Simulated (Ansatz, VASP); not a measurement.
# Cross-check of Al5Ga11As16 (Al0.3Ga0.7As, zinc blende alloy) between VASP and Ansatz

One calculation is typed for both programs; each brings its own data sets. How far apart do they land? The cell is invented: As first built, before any earlier steps moved the atoms (in the runner's words): 2x2x2 conventional cells of the GaAs type (64 atoms: 10 Al, 22 Ga, 32 As); Ga/Al share their sites, the best of 600 random draws by like-pair counts in two shells; start lattice by linear mixing of the end members' cells; atoms moved at random by 0.02 A. It may not be a known or stable phase. The structure shown is the start of the Ansatz relaxation below; VASP solves that cell, so the two are compared at the walk's first step.

Calculated with Ansatz 0.2.0; plane waves, with VASP 6.6.1 beside it; single point at PBE.

## Step 1: Starting point

The cell holds 64 atoms: 10 Al, 22 Ga and 32 As. Cell: a = 11.312 Å, b = 11.312 Å, c = 11.312 Å, α = 90.0°, β = 90.0°, γ = 90.0°. It derives from GaAs (GaAs type, space group 216), repeated 2×2×2. As first built, before any earlier steps moved the atoms (in the runner's words): 2x2x2 conventional cells of the GaAs type (64 atoms: 10 Al, 22 Ga, 32 As); Ga/Al share their sites, the best of 600 random draws by like-pair counts in two shells; start lattice by linear mixing of the end members' cells; atoms moved at random by 0.02 A.

## Step 2: Ansatz: relaxation, PBE

Ansatz runs on its default PAW (the set named soft_2) files.

The two programs are compared at the cell with which this relaxation starts, whose forces are those of its first step.

input.yaml reads:

```yaml
crystal:
  lattice:
    - [11.31166, 0.0, 0.0]
    - [0.0, 11.31166, 0.0]
    - [0.0, 0.0, 11.31166]
  atoms:
    - { symbol: Al, position: [0.00037, 0.99706, 0.50129] }
    - { symbol: Al, position: [0.99965, 0.74979, 0.24761] }
    - { symbol: Al, position: [0.24989, 0.74972, 0.49989] }
    - { symbol: Al, position: [0.50167, 0.00249, 0.00023] }
    - { symbol: Al, position: [0.4996, 0.25196, 0.24861] }
    - { symbol: Al, position: [0.49984, 0.00038, 0.50042] }
    - { symbol: Al, position: [0.74875, 0.99953, 0.74973] }
    - { symbol: Al, position: [0.4995, 0.49753, 0.99999] }
    - { symbol: Al, position: [0.49637, 0.74928, 0.25269] }
    - { symbol: Al, position: [0.75094, 0.75021, 0.99783] }
    - { symbol: Ga, position: [0.00465, 0.00114, 0.9979] }
    - { symbol: Ga, position: [0.99668, 0.2513, 0.24752] }
    - { symbol: Ga, position: [0.24957, 1.0, 0.25137] }
    - { symbol: Ga, position: [0.25053, 0.25191, 0.99846] }
    - { symbol: Ga, position: [0.00138, 0.2515, 0.75019] }
    - { symbol: Ga, position: [0.24988, 0.00459, 0.75009] }
    - { symbol: Ga, position: [0.25198, 0.25058, 0.49817] }
    - { symbol: Ga, position: [0.99713, 0.4991, 0.99976] }
    - { symbol: Ga, position: [0.25287, 0.49857, 0.25032] }
    - { symbol: Ga, position: [0.24715, 0.75202, 0.00396] }
    - { symbol: Ga, position: [0.99776, 0.49536, 0.50034] }
    - { symbol: Ga, position: [0.99962, 0.75035, 0.74986] }
    - { symbol: Ga, position: [0.24958, 0.50094, 0.74974] }
    - { symbol: Ga, position: [0.75267, 0.99758, 0.25243] }
    - { symbol: Ga, position: [0.75043, 0.24934, 0.99644] }
    - { symbol: Ga, position: [0.50218, 0.24813, 0.74964] }
    - { symbol: Ga, position: [0.75014, 0.25003, 0.49989] }
    - { symbol: Ga, position: [0.75049, 0.49967, 0.24997] }
    - { symbol: Ga, position: [0.49966, 0.49829, 0.49793] }
    - { symbol: Ga, position: [0.49856, 0.74728, 0.74959] }
    - { symbol: Ga, position: [0.75041, 0.50099, 0.75291] }
    - { symbol: Ga, position: [0.74908, 0.75113, 0.49894] }
    - { symbol: As, position: [0.12379, 0.123, 0.3752] }
    - { symbol: As, position: [0.12587, 0.37378, 0.12344] }
    - { symbol: As, position: [0.37568, 0.12326, 0.12666] }
    - { symbol: As, position: [0.37392, 0.37726, 0.37742] }
    - { symbol: As, position: [0.12353, 0.12837, 0.87505] }
    - { symbol: As, position: [0.12505, 0.37645, 0.62523] }
    - { symbol: As, position: [0.37742, 0.12608, 0.62637] }
    - { symbol: As, position: [0.37505, 0.37353, 0.8754] }
    - { symbol: As, position: [0.12326, 0.62387, 0.37656] }
    - { symbol: As, position: [0.12783, 0.87666, 0.12643] }
    - { symbol: As, position: [0.3747, 0.62694, 0.12807] }
    - { symbol: As, position: [0.37625, 0.87448, 0.37566] }
    - { symbol: As, position: [0.1283, 0.62478, 0.87137] }
    - { symbol: As, position: [0.12432, 0.87482, 0.62605] }
    - { symbol: As, position: [0.37738, 0.62606, 0.62514] }
    - { symbol: As, position: [0.37248, 0.87912, 0.86855] }
    - { symbol: As, position: [0.62302, 0.12624, 0.37464] }
    - { symbol: As, position: [0.62396, 0.37457, 0.12676] }
    - { symbol: As, position: [0.8749, 0.12741, 0.12581] }
    - { symbol: As, position: [0.87392, 0.37646, 0.37526] }
    - { symbol: As, position: [0.62522, 0.12341, 0.8744] }
    - { symbol: As, position: [0.62213, 0.37188, 0.62695] }
    - { symbol: As, position: [0.8749, 0.1234, 0.62378] }
    - { symbol: As, position: [0.87709, 0.37444, 0.87599] }
    - { symbol: As, position: [0.62644, 0.62833, 0.37309] }
    - { symbol: As, position: [0.62554, 0.87622, 0.12693] }
    - { symbol: As, position: [0.87543, 0.62417, 0.12607] }
    - { symbol: As, position: [0.874, 0.87435, 0.37395] }
    - { symbol: As, position: [0.62646, 0.62456, 0.87521] }
    - { symbol: As, position: [0.62441, 0.87883, 0.62779] }
    - { symbol: As, position: [0.87377, 0.62442, 0.6233] }
    - { symbol: As, position: [0.87637, 0.87507, 0.87376] }
kpoints:
  mp_grid: { grid: [2, 2, 2], shift: [0.5, 0.5, 0.5] }
hamiltonian:
  xc: pbe
scf:
  occupations: { method: fixed }
output:
  forces: true
  stress: true
relax:
  f_tol: 0.02
  max_steps: 45
  cell: { stress_tol: 0.1 }
```

Command:

```console
$ ansatz run input.yaml --threads 8 --pin off --max-ram 15360MiB --backend cpu --events-out ev --progress --plain --runs-dir out
```

Numbers of over 12 decimals in the logs are rounded to 6 here.

Output:

```text
The last accepted step is kept in <dir> (removed where the run ends without a failure and the disk answers)
Engine: ansatz 0.2.0, aarch64-unknown-linux-gnu
Pseudopotentials: kind: paw
Pseudopotential: Al, paw, valence charge 3, recommended cutoff 420 eV (normal), Al.paw.azcp
Pseudopotential: Ga, paw, valence charge 13, recommended cutoff 420 eV (normal), Ga.paw.azcp
Pseudopotential: As, paw, valence charge 15, recommended cutoff 420 eV (normal), As.paw.azcp
Functional definition: PBE
  parameter kappa = 0.804
  parameter beta = 0.066725
  exchange = pbe_x(kappa = kappa, mu = beta*pi^2/3)
  correlation = pbe_c(beta = beta)
Crystal: 64 atoms, lattice volume = 1447.368 Å³
Basis set: ecut = 420 eV, 28353 PW (Γ), exchange–correlation on 160×160×160 points (8 copies of the dense FFT grid, shifted against one another)
Bands: 478, of which v1, the nominal top of the filled ones, is band 398 counted from 1 (397 counted from 0)
Symmetry: 1 space group operations
Space group: P1 (ITA 1), of the structure as read, at distance tolerance 1.1e-4 Å
k-points: 4 of 8 (time reversal used)
Non-local potential: Al, projectors of the file, l = 0: 2, l = 1: 2, l = 2: 1
Non-local potential: Ga, projectors of the file, l = 0: 2, l = 1: 2, l = 2: 3, l = 3: 1
Non-local potential: As, projectors of the file, l = 0: 2, l = 1: 2, l = 2: 3, l = 3: 1
PAW form: soft (Blöchl's): semilocal exchange-correlation on the pseudo side does not see the compensation charge
PAW one-centre angular grid: Al, 110 points (default); XC on 64 Gauss nodes
PAW one-centre angular grid: Ga, 590 points (default); XC on 64 Gauss nodes
PAW one-centre angular grid: As, 590 points (default); XC on 64 Gauss nodes
Initial density: superposition of atomic densities (neutral atoms: chi_scale 0, normalization atom), corrected by the library's trained network
Initial wavefunctions: pseudopotential atomic-orbital guess
Functional: x = pbe(κ = 0.804, μ = 0.219515), c = pbe(β = 0.066725)
SCF iter   1: F=—  HF=-244021.851002 eV  |F-HF|=—  |Δ(HF+E_count)|=         —  Δρ=1.62e-3  dr2=7.18e-2  ethr=1.77e-3  ⟨swp⟩=5.0  Hψ=5629  notcnv=0  defer=303
preconditioner: auto → Resta (q_TF=auto, 2.470 Å⁻¹)  ε∞=3.6  [insulator: Δε(μ)=1.571 eV  Ē_g=13.321 eV  n_scr=364 (ndim 8)  ℏωp=21.3 eV  f_vac=0.055  ε∞_Penn≈3.6]
SCF iter   2: F=—  HF=-244021.808653 eV  |F-HF|=—  |Δ(HF+E_count)|=   4.23e-2  Δρ=8.89e-4  dr2=1.89e-2  ethr=9.02e-6  ⟨swp⟩=2.0  Hψ=3084  notcnv=0  defer=312
SCF iter   3: F=—  HF=-244021.808346 eV  |F-HF|=—  |Δ(HF+E_count)|=   3.07e-4  Δρ=5.16e-4  dr2=3.47e-3  ethr=2.37e-6  ⟨swp⟩=2.0  Hψ=2572  notcnv=0  defer=312
SCF iter   4: F=—  HF=-244021.806435 eV  |F-HF|=—  |Δ(HF+E_count)|=   1.91e-3  Δρ=1.75e-4  dr2=5.77e-4  ethr=4.36e-7  ⟨swp⟩=2.0  Hψ=2572  notcnv=0  defer=312
SCF iter   5: F=—  HF=-244021.806896 eV  |F-HF|=—  |Δ(HF+E_count)|=   4.61e-4  Δρ=6.66e-5  dr2=5.25e-5  ethr=7.25e-8  ⟨swp⟩=2.0  Hψ=3204  notcnv=0  defer=300
SCF iter   6: F=—  HF=-244021.806735 eV  |F-HF|=—  |Δ(HF+E_count)|=   1.61e-4  Δρ=1.84e-5  dr2=8.58e-6  ethr=6.59e-9  ⟨swp⟩=2.0  Hψ=3204  notcnv=0  defer=300
SCF iter   7: F=—  HF=-244021.806729 eV  |F-HF|=—  |Δ(HF+E_count)|=   6.10e-6  Δρ=7.35e-6  dr2=5.89e-7  ethr=1.08e-9  ⟨swp⟩=2.0  Hψ=3204  notcnv=0  defer=300
SCF iter   8: F=—  HF=-244021.806731 eV  |F-HF|=—  |Δ(HF+E_count)|=   2.06e-6  Δρ=2.42e-6  dr2=8.85e-8  ethr=1.26e-11  ⟨swp⟩=4.0  Hψ=6704  notcnv=0
SCF iter   9: F=-244021.806731 eV  HF=-244021.806731 eV  |F-HF|=9.08e-9  |Δ(HF+E_count)|=   3.87e-8  Δρ=7.72e-7  dr2=6.17e-9  ethr=1.11e-11  ⟨swp⟩=4.0  Hψ=6396  notcnv=0
SCF 1 converged in 9 iterations: F = -244021.806731 eV  dr2 = 6.17e-9
  greatest PAW one-centre occupation: 0.999 electrons in one spin orbital (limit 2), on the As atom at site 44 (counted from 0), in its partial waves of l = 2
relax step   1: F+E_penalty+E_count = -244021.80673069 eV  Δ(F+E_penalty+E_count) = +0.000e0 eV  max|allowed force component| = 9.362e-1 eV/Å  Δτ_max = 0.0000 Å  P = +3.179 GPa  Ω = 1447.368 Å³  (9 SCF iters, dr2 threshold 1.00e-7 eV, accepted)
Crystal: 64 atoms, lattice volume = 1506.392 Å³
Basis set: ecut = 420 eV, 29423 PW (Γ), exchange–correlation on 160×160×160 points (8 copies of the dense FFT grid, shifted against one another)
Initial density: handed on by an earlier stage of this run
Initial wavefunctions: those handed on with the density
iter 1 solved again at ethr=1.77e-5 eV; its pass at ethr=3.10e-3 eV (dr2=1.41e-1 eV) is discarded
SCF iter   1: F=—  HF=-244022.812356 eV  |F-HF|=—  |Δ(HF+E_count)|=         —  Δρ=3.86e-3  dr2=1.41e-1  ethr=1.77e-5  ⟨swp⟩=2.0  Hψ=6928  notcnv=0  defer=300
preconditioner: auto → Resta (q_TF=auto, 2.453 Å⁻¹)  ε∞=3.5  [insulator: Δε(μ)=1.472 eV  Ē_g=13.143 eV  n_scr=388 (ndim 8)  ℏωp=20.9 eV  f_vac=0.066  ε∞_Penn≈3.5]
[...]
atom  12  Ga     0.00294245    -0.00194774     0.00524752
  atom  13  Ga    -0.00503266     0.00269969    -0.00028088
  atom  14  Ga     0.00300570     0.00067637     0.00246208
  atom  15  Ga    -0.00094081     0.00171489     0.00118951
  atom  16  Ga     0.00270310    -0.00237154     0.00021397
  atom  17  Ga    -0.00343791    -0.00241169    -0.00233467
  atom  18  Ga     0.00038890     0.00662598     0.00156559
  atom  19  Ga     0.00273565     0.00200301     0.00016439
  atom  20  Ga     0.00909528     0.00324816     0.00143746
  atom  21  Ga     0.00452626     0.00518684     0.00070110
  atom  22  Ga    -0.00477501     0.00383327    -0.00329079
  atom  23  Ga     0.00132991     0.00087314    -0.00606296
  atom  24  Ga    -0.00042771    -0.00197986    -0.00287633
  atom  25  Ga    -0.00280578    -0.00017845     0.00263103
  atom  26  Ga    -0.00150273     0.00413168     0.00370639
  atom  27  Ga    -0.00205602     0.00521969     0.00199876
  atom  28  Ga    -0.00285587     0.00580749    -0.00289810
  atom  29  Ga    -0.00068691     0.00295187    -0.00074755
  atom  30  Ga    -0.00055001    -0.00432780     0.00789155
  atom  31  Ga     0.00020179    -0.00067332     0.00387112
  atom  32  Ga     0.00458242     0.00527913    -0.00125865
  atom  33  As     0.00078736     0.00207219    -0.00116137
  atom  34  As    -0.00096200    -0.00142113    -0.00287799
  atom  35  As     0.00124914     0.00059450    -0.00149824
[...]
atom  57  As     0.00076256    -0.00263690     0.00263517
  atom  58  As     0.00181682     0.00199569     0.00376624
  atom  59  As     0.00055228    -0.00441640     0.00210573
  atom  60  As    -0.00493156    -0.00102565    -0.00112325
  atom  61  As     0.00331590    -0.00153794    -0.00637826
  atom  62  As     0.00088962    -0.00152687    -0.00094347
  atom  63  As    -0.00062745    -0.00186559     0.00076325
  atom  64  As     0.00307728    -0.00067877    -0.00299093
  max |Σ_I F_I| component: 4.37e-7 eV/Å
--- Stress (GPa, compression-positive) ---
       -0.018836      -0.002541      -0.011225
       -0.002541      -0.018197      -0.000762
       -0.011225      -0.000762      -0.013944
  P = ⅓ Tr σ = -0.0170 GPa (-0.170 kbar)
--- Relaxed structure (3 steps of the walk, 3 accepted, 1 SCFs on fresh bases) ---
  F+E_penalty+E_count = -244022.84874792 eV   max|allowed force component| = 9.095e-3 eV/Å   (the final SCF, on the basis selected at the relaxed cell)
  cell:  # Å, volume = 1513.5524 Å³
    - [11.481189, 0.000337578, 0.00139639]
    - [0.000337578, 11.481396, 0.000103746]
    - [0.00139639, 0.000103746, 11.481957]
  atoms:
    - { symbol: Al, position: [-9.348608876821312e-5, 1.000183, 0.500157] }
    - { symbol: Al, position: [0.999803, 0.749909, 0.250130] }
    - { symbol: Al, position: [0.250024, 0.750254, 0.499884] }
    - { symbol: Al, position: [0.500141, 0.000295651, 0.000222117] }
    - { symbol: Al, position: [0.500268, 0.250103, 0.249968] }
    - { symbol: Al, position: [0.500052, -0.000256368, 0.499768] }
    - { symbol: Al, position: [0.750140, 1.000223, 0.749960] }
    - { symbol: Al, position: [0.500077, 0.500247, 1.000032] }
    - { symbol: Al, position: [0.499816, 0.750519, 0.249922] }
    - { symbol: Al, position: [0.750083, 0.750197, 1.000098] }
    - { symbol: Ga, position: [0.000117455, -7.885894303466091e-6, 0.999875] }
    - { symbol: Ga, position: [1.000113, 0.250019, 0.249881] }
    - { symbol: Ga, position: [0.250197, 1.000233, 0.249948] }
    - { symbol: Ga, position: [0.250168, 0.250094, 0.999988] }
    - { symbol: Ga, position: [-2.0465207576837922e-5, 0.250081, 0.749857] }
    - { symbol: Ga, position: [0.250068, 8.729705573119611e-6, 0.750003] }
    - { symbol: Ga, position: [0.250209, 0.250243, 0.499942] }
    - { symbol: Ga, position: [0.999856, 0.500065, 1.000118] }
    - { symbol: Ga, position: [0.250066, 0.500398, 0.250113] }
    - { symbol: Ga, position: [0.249866, 0.750315, 7.373605518856848e-5] }
    - { symbol: Ga, position: [1.000000, 0.500053, 0.499930] }
    - { symbol: Ga, position: [1.000077, 0.750395, 0.750113] }
    - { symbol: Ga, position: [0.250265, 0.500188, 0.750176] }
    - { symbol: Ga, position: [0.749911, 0.999949, 0.250159] }
    - { symbol: Ga, position: [0.749857, 0.250146, 0.999899] }
    - { symbol: Ga, position: [0.499962, 0.249922, 0.749930] }
    - { symbol: Ga, position: [0.750020, 0.249861, 0.499918] }
    - { symbol: Ga, position: [0.750053, 0.500111, 0.249957] }
    - { symbol: Ga, position: [0.500039, 0.500186, 0.500083] }
    - { symbol: Ga, position: [0.500040, 0.750171, 0.749834] }
    - { symbol: Ga, position: [0.749733, 0.500456, 0.750021] }
    - { symbol: Ga, position: [0.749751, 0.750112, 0.499937] }
    - { symbol: As, position: [0.124746, 0.124741, 0.375348] }
    - { symbol: As, position: [0.125113, 0.375210, 0.125030] }
    - { symbol: As, position: [0.375789, 0.125135, 0.125095] }
    - { symbol: As, position: [0.375504, 0.374891, 0.374605] }
    - { symbol: As, position: [0.125110, 0.125153, 0.875072] }
    - { symbol: As, position: [0.125140, 0.375214, 0.625037] }
    - { symbol: As, position: [0.375491, 0.124671, 0.624525] }
    - { symbol: As, position: [0.375572, 0.375437, 0.875314] }
    - { symbol: As, position: [0.124981, 0.625882, 0.375084] }
    - { symbol: As, position: [0.124590, 0.874932, 0.125531] }
    - { symbol: As, position: [0.375806, 0.625314, 0.124926] }
    - { symbol: As, position: [0.375382, 0.874702, 0.375376] }
    - { symbol: As, position: [0.124910, 0.625268, 0.875092] }
    - { symbol: As, position: [0.125023, 0.875151, 0.624298] }
    - { symbol: As, position: [0.374768, 0.625624, 0.624619] }
    - { symbol: As, position: [0.375453, 0.875523, 0.875468] }
    - { symbol: As, position: [0.624217, 0.125000, 0.374994] }
    - { symbol: As, position: [0.624317, 0.375204, 0.124978] }
    - { symbol: As, position: [0.874917, 0.125018, 0.124944] }
    - { symbol: As, position: [0.874946, 0.375071, 0.374965] }
    - { symbol: As, position: [0.624989, 0.124291, 0.874932] }
    - { symbol: As, position: [0.625014, 0.375125, 0.624938] }
    - { symbol: As, position: [0.875010, 0.124416, 0.624923] }
    - { symbol: As, position: [0.874962, 0.375171, 0.874922] }
    - { symbol: As, position: [0.624538, 0.625571, 0.374570] }
    - { symbol: As, position: [0.624618, 0.874736, 0.124596] }
    - { symbol: As, position: [0.874974, 0.625912, 0.124981] }
    - { symbol: As, position: [0.875747, 0.875166, 0.375069] }
    - { symbol: As, position: [0.624825, 0.625436, 0.875814] }
    - { symbol: As, position: [0.625014, 0.875906, 0.625033] }
    - { symbol: As, position: [0.874984, 0.625258, 0.624956] }
    - { symbol: As, position: [0.874258, 0.875167, 0.875068] }
```

(Part 1 of 2 ends here.)

[Lines on the potential files, build, host, timing and source positions are cut from VASP's logs without a mark.]

[Logs are printed without paths, hosts, clocks, repeated set-up lines and the standing remarks that a program may print on its own settings, such as how far it seeks lower states.]

[Hosts, paths, dates, database ids (printed as entryN), source tags and the programs' standing remarks are cut or masked in the printed files.]
